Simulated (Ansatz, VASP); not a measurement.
This is a calculation of AgB4 for VASP 6.6.1.

The input INCAR:

```
PREC = Accurate
ENCUT = 520
EDIFF = 1E-6
ISMEAR = -1
SIGMA = 0.05
LREAL = F
LASPH = T
NELM = 100
ALGO = Normal
ISIF = 2
LWAVE = F
LCHARG = F
LMAXMIX = 4
GGA = PE
```

The input KPOINTS:

```
Automatic mesh
0
Gamma
  7 7 4
```

Contents of POSCAR:

```
AgB4
1.0
    3.0321300000      0.0000000000      0.0000000000
   -1.5160700000      2.6259100000      0.0000000000
    0.0000000000      0.0000000000      5.6987400000
Ag B
1 4
Direct
    0.0000000000      0.0000000000      0.0000000000
    0.3333300000      0.6666700000      0.6649500000
    0.6666700000      0.3333300000      0.6649500000
    0.3333300000      0.6666700000      0.3350500000
    0.6666700000      0.3333300000      0.3350500000
```

The input KPOINTS_OPT:

```
path GMKGALHA,LM,KH
15
line-mode
reciprocal
 0.0000000000  0.0000000000  0.0000000000  G
 0.5000000000  0.0000000000  0.0000000000  M

 0.5000000000  0.0000000000  0.0000000000  M
 0.3333333333  0.3333333333  0.0000000000  K

 0.3333333333  0.3333333333  0.0000000000  K
 0.0000000000  0.0000000000  0.0000000000  G

 0.0000000000  0.0000000000  0.0000000000  G
 0.0000000000  0.0000000000  0.5000000000  A

 0.0000000000  0.0000000000  0.5000000000  A
 0.5000000000  0.0000000000  0.5000000000  L

 0.5000000000  0.0000000000  0.5000000000  L
 0.3333333333  0.3333333333  0.5000000000  H

 0.3333333333  0.3333333333  0.5000000000  H
 0.0000000000  0.0000000000  0.5000000000  A

 0.5000000000  0.0000000000  0.5000000000  L
 0.5000000000  0.0000000000  0.0000000000  M

 0.3333333333  0.3333333333  0.0000000000  K
 0.3333333333  0.3333333333  0.5000000000  H
```

Potentials or basis: VASP PAW PBE potentials, release 64 (Ag, B).

The run is started by

```console
$ cat potpaw_PBE.64/Ag/POTCAR potpaw_PBE.64/B/POTCAR > POTCAR
$ mpirun -np 1 vasp_std > vasp.out
```

Q: Set up the same calculation for Ansatz 0.2.0. Potentials there: Ansatz PAW.

A: As run (the cutoff follows the program's own potentials):

Contents of input.yaml:

```yaml
crystal:
  lattice:
    - [3.03213, 0.0, 0.0]
    - [-1.51607, 2.62591, 0.0]
    - [0.0, 0.0, 5.69874]
  atoms:
    - { symbol: Ag, position: [0.0, 0.0, 0.0] }
    - { symbol: B, position: [0.33333, 0.66667, 0.66495] }
    - { symbol: B, position: [0.66667, 0.33333, 0.66495] }
    - { symbol: B, position: [0.33333, 0.66667, 0.33505] }
    - { symbol: B, position: [0.66667, 0.33333, 0.33505] }
hamiltonian:
  xc: pbe
  pseudopotentials: { kind: paw }
kpoints:
  mp_grid: { grid: [7, 7, 4] }
  band_path:
    path:
      - [[0.0, 0.0, 0.0], [0.5, 0.0, 0.0], [0.3333333333, 0.3333333333, 0.0], [0.0, 0.0, 0.0], [0.0, 0.0, 0.5], [0.5, 0.0, 0.5], [0.3333333333, 0.3333333333, 0.5], [0.0, 0.0, 0.5]]
      - [[0.5, 0.0, 0.5], [0.5, 0.0, 0.0]]
      - [[0.3333333333, 0.3333333333, 0.0], [0.3333333333, 0.3333333333, 0.5]]
    npoints: 14
scf:
  occupations: { method: fermi_dirac, width: 0.05 }
  n_extra_bands: 12
output:
  forces: true
  stress: true
  eigenvalues: true
  fatbands: false
```

Potentials or basis: Ansatz PAW.

The run is started by

```sh
$ ansatz run input.yaml --threads 2 --pin off --max-ram 5632MiB --backend cpu --events-out ev --progress --plain --runs-dir out
```

Both were run:

|  | VASP | Ansatz | Ansatz less VASP |
| --- | --- | --- | --- |
| gap on the k mesh at the Fermi level (eV) | none | none | - |
| pressure (GPa) | 5.2 | 5.3 | +0.05 |
| largest component of the traceless stress (GPa) | 1.14 | 1.23 | +0.085 |
| rms of the force components (eV/Å) | 0.024 | 0.023 | -0.0014 |

Atom by atom the forces differ by 0.001 eV/Å (rms over components). A gap of «none» marks a metal or a gap that the smearing closes. The two sets of potentials don't hold the same shells in valence.
